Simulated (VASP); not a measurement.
```xyz
2
Lattice="0.0000 1.7589 1.7589 1.7589 0.0000 1.7589 1.7589 1.7589 0.0000" Properties=species:S:1:pos:R:3 pbc="T T T"
C      0.0000     0.0000     0.0000
C      0.8795     0.8795     0.8795
```

These are MS2 meta-GGA, VASP's PBE PAW potentials (set 64) (plane waves; VASP) values and carry that method's errors. Settings: 520 eV cut-off, 13×13×13 Γ-centred mesh, Gaussian smearing of 0.050 eV, potentials C.

Task: Give the stress tensor in GPa (positive for a compressed cell).

Result: 
```
15.06   0.00   0.00
 0.00  15.06   0.00
 0.00   0.00  15.06
```
The pressure is its mean diagonal, 15.06 GPa.

The compound is C in the diamond structure. This cell is one point of a volume scan, at 0.97 of the reference volume.
